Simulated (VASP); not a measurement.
Computed with PBE GGA, VASP's PBE PAW potentials (set 64) (plane waves; VASP 6.6.1).

The input files of a VASP run:

POSCAR:
```
BiN
1
    3.6248330000     0.0000000000     0.0000000000
   -1.8124160000     3.1391970000     0.0000000000
    0.0000000000     0.0000000000     5.0521290000
Bi N
2 2
Direct
  0.0000000000   0.0000000000   0.0000000000
  0.0000000000   0.0000000000   0.5000000000
  0.3333330000   0.6666670000   0.2500000000
  0.6666670000   0.3333330000   0.7500000000
```

**INCAR**
```
ALGO=Normal
EDIFF=1E-6
ENCUT=400
GGA=PE
ISIF=2
ISMEAR=0
LASPH=T
LCHARG=F
LMAXMIX=4
LREAL=F
LWAVE=F
NELM=100
PREC=Accurate
SIGMA=0.05
SYSTEM=BiN
```

### KPOINTS
```
Automatic mesh
0
Gamma
8 8 5
0 0 0
```

POTCAR, in this order: Bi_d N (PBE.64 set). Program: vasp_std.

Output of the run:

### OSZICAR
```
       N       E                     dE             d eps       ncg     rms          rms(c)
DAV:   1     0.412979312164E+03    0.41298E+03   -0.18654E+04  1440   0.189E+03
DAV:   2     0.193867523941E+02   -0.39359E+03   -0.38892E+03  1648   0.510E+02
DAV:   3    -0.194480144408E+02   -0.38835E+02   -0.38284E+02  1664   0.173E+02
DAV:   4    -0.210426975546E+02   -0.15947E+01   -0.15920E+01  1784   0.354E+01
DAV:   5    -0.210895465464E+02   -0.46849E-01   -0.46843E-01  2136   0.571E+00    0.116E+01
DAV:   6    -0.170077241041E+02    0.40818E+01   -0.32877E+01  1928   0.363E+01    0.427E+00
DAV:   7    -0.169147674657E+02    0.92957E-01   -0.27674E+00  1648   0.106E+01    0.262E+00
DAV:   8    -0.169077961176E+02    0.69713E-02   -0.43453E-01  2120   0.439E+00    0.736E-01
DAV:   9    -0.168912273233E+02    0.16569E-01   -0.80857E-02  1984   0.173E+00    0.342E-01
DAV:  10    -0.168919664007E+02   -0.73908E-03   -0.53156E-03  1888   0.467E-01    0.108E-01
DAV:  11    -0.168918050989E+02    0.16130E-03   -0.11598E-03  2056   0.203E-01    0.149E-02
DAV:  12    -0.168918119447E+02   -0.68458E-05   -0.11045E-04  1648   0.775E-02    0.210E-02
DAV:  13    -0.168918088225E+02    0.31223E-05   -0.12514E-05  1744   0.259E-02    0.928E-03
DAV:  14    -0.168918067800E+02    0.20425E-05   -0.27943E-06  1336   0.145E-02    0.414E-03
DAV:  15    -0.168918070002E+02   -0.22025E-06   -0.33735E-07  1144   0.599E-03
   1 F= -.16891807E+02 E0= -.16891324E+02  d E =-.965554E-03
```

**OUTCAR**
```
------------------------ aborting loop because EDIFF is reached ----------------------------------------
  FORCE on cell =-STRESS in cart. coord.  units (eV):
  Direction    XX          YY          ZZ          XY          YZ          ZX
  --------------------------------------------------------------------------------------
  Total        5.5720005      5.5719989     38.4281534      0.0000009     -0.0000000      0.0000000
  in kB      155.2890116    155.2889658   1070.9744080      0.0000247     -0.0000000      0.0000000
  external PRESSURE =     460.5174618 kB  Pullay stress =       0.0000000 kB
  volume of cell :       57.49
      direct lattice vectors                 reciprocal lattice vectors
     3.624833000  0.000000000  0.000000000     0.275874778  0.159276357  0.000000000
    -1.812416000  3.139197000  0.000000000     0.000000000  0.318552802  0.000000000
     0.000000000  0.000000000  5.052129000     0.000000000  0.000000000  0.197936355
 POSITION                                       TOTAL-FORCE (eV/Angst)
 -----------------------------------------------------------------------------------
      0.00000      0.00000      0.00000        -0.000000      0.000000      0.000000
      0.00000      0.00000      2.52606        -0.000000      0.000000      0.000000
     -0.00000      2.09280      1.26303        -0.000000      0.000000      0.000000
      1.81242      1.04640      3.78910         0.000000     -0.000000     -0.000000
 -----------------------------------------------------------------------------------
    total drift:                                0.000000     -0.000000      0.000000
  FREE ENERGIE OF THE ION-ELECTRON SYSTEM (eV)
  ---------------------------------------------------
  free  energy   TOTEN  =       -16.8918070002 eV

  energy  without entropy=      -16.8908414467  energy(sigma->0) =      -16.89132422
```
(Selected blocks of OUTCAR.)

At this cut-off the stress carries a Pulay error, which pulls relaxed volumes low.

The structure was generated: BiN was put into an ordered model structure, which need not be its known phase. The cell was not relaxed at this level, and its volume differs by -5.9 % from the start's.
